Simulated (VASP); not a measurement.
**How a change of volume changes Al2Pt (Fm-3m)**

How do stress and energy of Al2Pt follow a change of volume?

Method: PBEsol; plane waves and PAW (Pt, Al); cell typed or built by script, in the first sound run; inputs show where later runs differ, in VASP 6.6.1.

Most raw output is cut from this account.

### Step 1. The structure

The structure is cubic, space group Fm-3m (No. 225). Conventional cell: a = 5.920 Å, b = 5.920 Å, c = 5.920 Å, α = 90.00°, β = 90.00°, γ = 90.00°. Pt has 8 Al at 2.56 Å nearest. Nearest to Al lie 4 Pt at 2.56 Å. Farther neighbours are not listed.

### Step 2. Relax the crystal, PBEsol

The series starts from the cell that this level prefers, so that zero strain is near zero stress.

This step took 2 runs in a row; the last is shown.

Level: PBEsol; plane waves and PAW (Pt, Al); cell typed or built by script.

Input file INCAR:

```
SYSTEM = Al2Pt
PREC = Accurate
ENCUT = 450
EDIFF = 1E-07
NELM = 120
ISMEAR = 1
SIGMA = 0.15
LREAL = .FALSE.
ALGO = Normal
GGA = PS
NBANDS = 14
LASPH = .TRUE.
LORBIT = 11
LWAVE = .FALSE.
LCHARG = .FALSE.
KPAR = 8
IBRION = 2
NSW = 40
ISIF = 3
EDIFFG = -0.005
POTIM = 0.4
```

Input file POSCAR:

```
Al2Pt
1.0
    0.0000000000      2.9479416054      2.9479416054
    2.9479416054      0.0000000000      2.9479416054
    2.9479416054      2.9479416054      0.0000000000
Pt Al
1 2
Direct
    0.0000000000      0.0000000000      0.0000000000
    0.2500000000      0.2500000000      0.2500000000
    0.7500000000      0.7500000000      0.7500000000
```

Input file KPOINTS:

```
Automatic mesh
0
Gamma
15 15 15
0 0 0
```

PAW data sets: Pt and Al (PBE family, release 64).

On the command line:

```console
> mpirun -np 8 vasp_std
```

Elapsed: 25 s, on 8 MPI ranks of AMD EPYC 7R43, shared host; peak memory 1.6 GiB.

This run gave:

| Item | Value |
| --- | --- |
| energy(sigma→0) of the program | -17.7636 eV |
| stress, compression positive | xx, yy, zz 0.01, 0.01, 0.01 GPa |
| volume | 51.237 Å³ |
| ionic steps | 1 |

### Step 3. Relax at fixed volume, PBEsol

One member in full: the volume is scaled by 0.955, and shape and atoms relax at that volume.

Level: PBEsol; plane waves and PAW (Pt, Al); cell typed or built by script.

INCAR, as its differences from that of step 2:

```diff
@@ -15,7 +15,7 @@
 LCHARG = .FALSE.
-KPAR = 8
+KPAR = 2
 IBRION = 2
 NSW = 40
-ISIF = 3
-EDIFFG = -0.005
+ISIF = 4
+EDIFFG = -0.004
 POTIM = 0.4
```

Input file POSCAR:

```
Al2Pt
1.0
    0.0000000000      2.9030420978      2.9030420978
    2.9030420978      0.0000000000      2.9030420978
    2.9030420978      2.9030420978      0.0000000000
Pt Al
1 2
Direct
    0.0000000000      0.0000000000      0.0000000000
    0.2500000000      0.2500000000      0.2500000000
    0.7500000000      0.7500000000      0.7500000000
```

KPOINTS is that of step 2.

On the command line:

```console
> mpirun -np 2 vasp_std
```

It took 59 s on 2 MPI ranks; peak memory 0.35 GiB.

This run gave:

| Property | Result |
| --- | --- |
| energy(sigma→0) of the program | -17.7142 eV |
| stress, compression positive | xx, yy, zz 7.12, 7.12, 7.12 GPa |
| ionic steps | 1 |

### Step 4. All members

The other members went through these steps as far as the tables show, with the same cutoff and, step by step, the same mesh; 9 runs are not shown. The session took 0.49 core hours (wall time by ranks) on a shared machine.

```csv
volume over the relaxed volume,volume (Å³/atom),pressure (GPa),"energy above the unstrained row, extrapolated to no smearing (meV/atom)"
0.940,16.054,9.909,30.087
0.955,16.311,7.124,16.474
0.970,16.567,4.557,7.141
0.985,16.823,?,?
1,17.079,0.006,0.000
1.015,17.335,-2.006,1.601
1.030,17.591,-3.860,6.293
1.045,17.848,-5.568,13.832
1.060,18.104,-7.140,23.994
```

### Step 5. Stress from the known rows

Fitting a cubic to the 8 known rows (u: logarithm of the volume ratio) gives pressure = − 306.0 u³ + 310.3 u² − 139.7 u + 0.005822 in GPa; the residuals are 4.4e-4 GPa r.m.s.

At u = -0.01511 this predicts 2.189 GPa.

### Step 6. The withheld row

The calculation gives 2.189 GPa, so the prediction is right to the last digit shown.

A cubic of the pressure in ln(V/V₀) through all rows has the slope −B at V₀: B = 140 GPa, and its curvature gives B′ = 4.4.

### Step 7. Summary of results

```yaml
error_of_the_predicted_pressure: 0.000 GPa
bulk_modulus: 140 GPa
```

These are static values: temperature and zero-point motion are left out. In a metal the slopes also depend on mesh and smearing, which were held through the series.

[Lines on the potential files, build, host, timing and source positions are cut from VASP's logs without a mark.]

[Logs are printed without paths, hosts, clocks, repeated set-up lines and the standing remarks that a program may print on its own settings, such as how far it seeks lower states.]

[Hosts, paths, dates, database ids (printed as entryN), source tags and the programs' standing remarks are cut or masked in the printed files.]

[In band tables of VASP the shares of atoms and orbitals are scaled to a sum of 1 inside the atoms' spheres.]
